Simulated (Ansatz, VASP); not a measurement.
# AlGa2N3 in two plane-wave programs

One calculation is typed for both programs; each brings its own data sets. How far apart do they land? The cell is generated by rule, not measured, and may not be a known phase. The cell is taken from a series of runs on this material, whose earlier steps may have relaxed, scaled, displaced or heated it; both programs get it as it stands.

Program: Ansatz 0.2.0. Level of theory: plane waves, with VASP 6.6.1 beside it; relaxation of cell and atoms at PBEsol. Results are calculated unless marked as measured.

The structure was built from a prototype and need not be the compound's stable phase.

### Step 1. Starting point

Symmetry: I-4m2, No. 119, tetragonal system. The conventional cell has a = 3.156 Å, b = 3.156 Å, c = 13.341 Å, α = 90.00°, β = 90.00°, γ = 90.00°. Al has 4 N at 1.90 Å nearest. Ga has 4 N at 1.94 to 1.95 Å nearest. Nearest to N lie 2 Al at 1.90 Å and 2 Ga at 1.95 Å. Nearest to N lie 4 Ga at 1.94 Å. Farther neighbours and most contacts between anions are not listed.

### Step 2. VASP: relaxation of cell and atoms, PBEsol, pair 1

The relaxed volume is the usual yardstick between codes: in a stiff, nearly cubic crystal its relative difference is about their pressure difference at one cell divided by the bulk modulus.

Lines of VASP's logs that name or quote its potential files are left out, and so is its time.

The input, INCAR:

```
SYSTEM = AlGa2N3
PREC = Accurate
ENCUT = 600
EDIFF = 1E-07
NELM = 120
ISMEAR = 0
SIGMA = 0.01
LREAL = .FALSE.
ALGO = Normal
GGA = PS
NBANDS = 28
LORBIT = 11
LWAVE = .FALSE.
LCHARG = .FALSE.
ISIF = 3
IBRION = 2
NSW = 80
EDIFFG = -0.005
LASPH = .TRUE.
GGA_COMPAT = .FALSE.
NELMIN = 4
EFERMI = MIDGAP
KPAR = 2
```

The input, POSCAR:

```
AlGa2N3
1.0
    2.2312990000      2.2312990000      0.0000000000
   -2.2312990000      2.2312990000      0.0000000000
    2.2312990000      0.0000000000      6.6706510000
Al Ga N
1 2 3
Direct
    0.0000000000      0.0000000000      0.0000000000
    0.3351265116      0.6648734884      0.3297469767
    0.6648735633      0.3351264367      0.6702528734
    0.4209220352      0.0790781889      0.1581563778
    0.7500002616      0.7499999625      0.4999999250
    0.0790784130      0.4209218111      0.8418436222
```

The input, KPOINTS:

```
Automatic mesh
0
Gamma
8 8 8
0 0 0
```

Potentials, in the order of the species: Al, Ga_d and N (PBE family, release 64).

On the command line:

```console
$ mpirun -np 2 vasp_std
```

Numbers of over 12 decimals in the logs are rounded to 6 here.

The log of the run:

```text
[banner, memory and clock lines left out]
running    2 mpi-ranks, on    1 nodes
 distrk:  each k-point on    1 cores,    2 groups
 distr:  one band on    1 cores,    1 groups

 POSCAR found type information on POSCAR AlGaN
 POSCAR found :  3 types and       6 ions
|                                                                             |
|               ----> ADVICE to this user running VASP <----                  |
|                                                                             |
|     You enforced a specific xc type in the INCAR file but a different       |
|     [... a line on the potential file left out ...]
|     I HOPE YOU KNOW WHAT YOU ARE DOING!                                     |
|                                                                             |

 LDA part: xc-table for (Slater+PW92), standard interpolation
 POSCAR, INCAR and KPOINTS ok, starting setup
 FFT: planning ... GRIDC
 FFT: planning ... GRID_SOFT
 FFT: planning ... GRID
 WAVECAR not read
 entering main loop
       N       E                     dE             d eps       ncg     rms          rms(c)
DAV:   1     0.417545419505E+03    0.41755E+03   -0.22927E+04  3464   0.278E+03
DAV:   2     0.161652085277E+02   -0.40138E+03   -0.38493E+03  3616   0.595E+02
DAV:   3    -0.441493928602E+02   -0.60315E+02   -0.58858E+02  3732   0.179E+02
DAV:   4    -0.477629148969E+02   -0.36135E+01   -0.35915E+01  4676   0.447E+01
DAV:   5    -0.478301770904E+02   -0.67262E-01   -0.67150E-01  4056   0.583E+00    0.131E+01
DAV:   6    -0.417834236602E+02    0.60468E+01   -0.21179E+01  5664   0.611E+01    0.405E+00
DAV:   7    -0.419191332898E+02   -0.13571E+00   -0.26641E+00  3676   0.123E+01    0.334E+00
DAV:   8    -0.418813423015E+02    0.37791E-01   -0.45436E-01  5216   0.920E+00    0.985E-01
DAV:   9    -0.418498591309E+02    0.31483E-01   -0.14919E-01  5476   0.622E+00    0.358E-01
DAV:  10    -0.418506344768E+02   -0.77535E-03   -0.10852E-02  3604   0.833E-01    0.185E-01
DAV:  11    -0.418506911699E+02   -0.56693E-04   -0.83565E-04  5148   0.310E-01    0.624E-02
DAV:  12    -0.418506821874E+02    0.89824E-05   -0.16087E-04  4232   0.120E-01    0.340E-02
DAV:  13    -0.418506774788E+02    0.47086E-05   -0.91212E-05  5336   0.114E-01    0.849E-03
DAV:  14    -0.418506783309E+02   -0.85213E-06   -0.13677E-05  3680   0.282E-02    0.547E-03
DAV:  15    -0.418506781682E+02    0.16273E-06   -0.14359E-06  5060   0.147E-02    0.391E-03
DAV:  16    -0.418506781385E+02    0.29702E-07   -0.26127E-07  3336   0.453E-03
   1 F= -.41850678E+02 E0= -.41850678E+02  d E =-.418507E+02
 curvature:   0.00 expect dE= 0.000E+00 dE for cont linesearch  0.000E+00
 trial: gam= 0.00000 g(F)=  0.109E-04 g(S)=  0.347E-03 ort = 0.000E+00 (trialstep = 0.100E+01)
 search vector abs. value=  0.358E-03
 bond charge predicted
       N       E                     dE             d eps       ncg     rms          rms(c)
DAV:   1    -0.418532015364E+02   -0.25234E-02   -0.40544E-02  4536   0.414E+00    0.310E-01
DAV:   2    -0.418512557832E+02    0.19458E-02   -0.52524E-03  4812   0.171E+00    0.141E-01
DAV:   3    -0.418507590552E+02    0.49673E-03   -0.92672E-04  5196   0.737E-01    0.334E-02
DAV:   4    -0.418507184208E+02    0.40634E-04   -0.22223E-04  3972   0.119E-01    0.236E-02
DAV:   5    -0.418507101683E+02    0.82524E-05   -0.13206E-05  4372   0.281E-02    0.150E-02
DAV:   6    -0.418507076020E+02    0.25664E-05   -0.23380E-06  4260   0.182E-02    0.422E-03
DAV:   7    -0.418507074652E+02    0.13680E-06   -0.43956E-07  3632   0.686E-03    0.135E-03
DAV:   8    -0.418507074142E+02    0.51020E-07   -0.15759E-07  2456   0.300E-03
   2 F= -.41850707E+02 E0= -.41850707E+02  d E =-.292757E-04
 trial-energy change:   -0.000029  1 .order   -0.000025   -0.000358    0.000309
 step:   0.5473(harm=  0.5370)  dis= 0.00027  next Energy=   -41.850777 (dE=-0.987E-04)
 bond charge predicted
       N       E                     dE             d eps       ncg     rms          rms(c)
DAV:   1    -0.418512901848E+02   -0.58272E-03   -0.83129E-03  4544   0.188E+00    0.140E-01
DAV:   2    -0.418508919153E+02    0.39827E-03   -0.10692E-03  4836   0.771E-01    0.640E-02
DAV:   3    -0.418507886766E+02    0.10324E-03   -0.19119E-04  5180   0.338E-01    0.150E-02
DAV:   4    -0.418507803578E+02    0.83189E-05   -0.46841E-05  3968   0.544E-02    0.110E-02
DAV:   5    -0.418507787148E+02    0.16430E-05   -0.26043E-06  4340   0.125E-02    0.712E-03
DAV:   6    -0.418507781992E+02    0.51557E-06   -0.51263E-07  3720   0.869E-03    0.187E-03
DAV:   7    -0.418507782259E+02   -0.26710E-07   -0.85890E-08  2028   0.328E-03
   3 F= -.41850778E+02 E0= -.41850778E+02  d E =-.100087E-03
 curvature:  -0.27 expect dE=-0.973E-06 dE for cont linesearch -0.126E-07
 trial: gam= 0.02160 g(F)=  0.316E-05 g(S)=  0.463E-06 ort =-0.411E-05 (trialstep = 0.909E+00)
 search vector abs. value=  0.362E-05
 reached required accuracy - stopping structural energy minimisation
```

Parts of OUTCAR (step 2):

```text
ion  position               nearest neighbor table
   1  0.000  0.000  0.000-   4 1.90   6 1.90   6 1.90   4 1.90   2 3.13   2 3.13   2 3.13   2 3.13
                             3 3.13   3 3.13   3 3.13   3 3.13
   2  0.335  0.665  0.330-   5 1.94   5 1.94   4 1.95   4 1.95   1 3.13   1 3.13   1 3.13   1 3.13

  LATTYP: Found a body centered tetragonal cell.
 ALAT       =     3.1555333075
 C/A-ratio  =     4.2279072030

 Subroutine GETGRP returns: Found  8 space group operations
 (whereof  8 operations were pure point group operations)

The static configuration has the point symmetry D_2d.

 Found     59 irreducible k-points:

   k-points           NKPTS =     59   k-points in BZ     NKDIM =     59   number of bands    NBANDS=     28

   dimension x,y,z NGX =    28 NGY =   28 NGZ =   56
   dimension x,y,z NGXF=    56 NGYF=   56 NGZF=  112

   ENCUT  =  600.0 eV  44.10 Ry    6.64 a.u.   6.30  6.30 14.05*2*pi/ulx,y,z

   NELECT =      44.0000    total number of electrons

 k-points in reciprocal lattice and weights: Automatic mesh
   0.00000000  0.00000000  0.00000000       0.002
   0.12500000  0.00000000  0.00000000       0.016
   0.25000000  0.00000000  0.00000000       0.016
   0.37500000  0.00000000  0.00000000       0.016
   0.50000000  0.00000000  0.00000000       0.008
   0.12500000  0.12500000  0.00000000       0.008
   0.25000000  0.12500000  0.00000000       0.031
   0.37500000  0.12500000  0.00000000       0.031
   0.50000000  0.12500000  0.00000000       0.031
[...]
-0.12500000  0.12500000  0.37500000       0.008
   0.00000000  0.00000000  0.50000000       0.002

 average (electrostatic) potential at core
       1 -72.3106       2 -62.8301       3 -62.8301       4 -61.3104       5 -61.6557
       6 -61.3104

 E-fermi :   6.6650

 k-point     1 :       0.0000    0.0000    0.0000
  band No.  band energies     occupation
    ...
     18       3.6253      2.00000
     19       3.6254      2.00000
     20       5.3467      2.00000
     21       5.4576      2.00000
     22       5.4577      2.00000
     23       7.8724      0.00000
     24       9.8565      0.00000
     25       9.8631      0.00000
     26      12.8051      0.00000
     27      13.4250      0.00000
    ...

 k-point     2 :       0.1250    0.0000    0.0000
  band No.  band energies     occupation
    ...
     18       3.4336      2.00000
     19       3.7705      2.00000
     20       4.4483      2.00000
     21       5.1686      2.00000
     22       5.4111      2.00000
     23       8.6977      0.00000
     24      10.1581      0.00000
     25      10.5519      0.00000
     26      13.0558      0.00000
     27      13.8129      0.00000
    ...

 k-point     3 :       0.2500    0.0000    0.0000
  band No.  band energies     occupation
    ...
     18       3.6478      2.00000
     19       3.7626      2.00000
     20       4.1092      2.00000
     21       4.6122      2.00000
     22       5.2610      2.00000
     23       9.9019      0.00000
     24      10.9803      0.00000
     25      11.4077      0.00000
     26      13.2221      0.00000
     27      13.9962      0.00000
    ...

  Total        0.0053544      0.0053544     -0.0004351      0.0000000      0.0000000     -0.0000000
  in kB        0.1293576      0.1293576     -0.0105123      0.0000000      0.0000000     -0.0000000
  external PRESSURE =       0.0827343 kB  Pullay stress =       0.0000000 kB

  energy-cutoff  :      600.00
  volume of cell :       66.32
      direct lattice vectors                 reciprocal lattice vectors
     2.230148033  2.230148033  0.000000000     0.224200364  0.224200364 -0.074996535
    -2.230148033  2.230148033  0.000000000    -0.224200364  0.224200364  0.074996535
     2.230148033  0.000000000  6.666974695     0.000000000  0.000000000  0.149993070

 POSITION                                       TOTAL-FORCE (eV/Angst)
 -----------------------------------------------------------------------------------
      0.00000      0.00000      0.00000        -0.000000     -0.000000      0.000000
     -0.00000      2.23015      2.19848         0.000000     -0.000000      0.003068
      2.23015      2.23015      4.46850        -0.000000     -0.000000     -0.003068
      1.11507      1.11507      1.05470        -0.000000     -0.000000      0.004835
      1.11507      3.34522      3.33349        -0.000000      0.000000      0.000000
      1.11507      1.11507      5.61228        -0.000000      0.000000     -0.004835
 -----------------------------------------------------------------------------------
    total drift:                               -0.000949     -0.000949      0.000641

  FREE ENERGIE OF THE ION-ELECTRON SYSTEM (eV)
  ---------------------------------------------------
  free  energy   TOTEN  =       -41.8507782259 eV

  energy  without entropy=      -41.8507782259  energy(sigma->0) =      -41.85077823

 reached required accuracy - stopping structural energy minimisation

 total charge
# of ion       s       p       d       tot
------------------------------------------
    1        0.372   0.440   0.000   0.812
    2        0.791   0.920  10.186  11.897
    3        0.791   0.920  10.186  11.897
    4        1.215   2.555   0.000   3.769
    5        1.214   2.506   0.000   3.720
    6        1.215   2.555   0.000   3.769
--------------------------------------------------
tot          5.598   9.894  20.371  35.863

[... 3 further parts left out ...]
```

The run keeps the 8 symmetry operations of its start, so it cannot find a distortion of lower symmetry.

(Continued in part 2 of 3.)

[Lines on the potential files, build, host, timing and source positions are cut from VASP's logs without a mark.]

[Logs are printed without paths, hosts, clocks, repeated set-up lines and the standing remarks that a program may print on its own settings, such as how far it seeks lower states.]

[Hosts, paths, dates, database ids (printed as entryN), source tags and the programs' standing remarks are cut or masked in the printed files.]
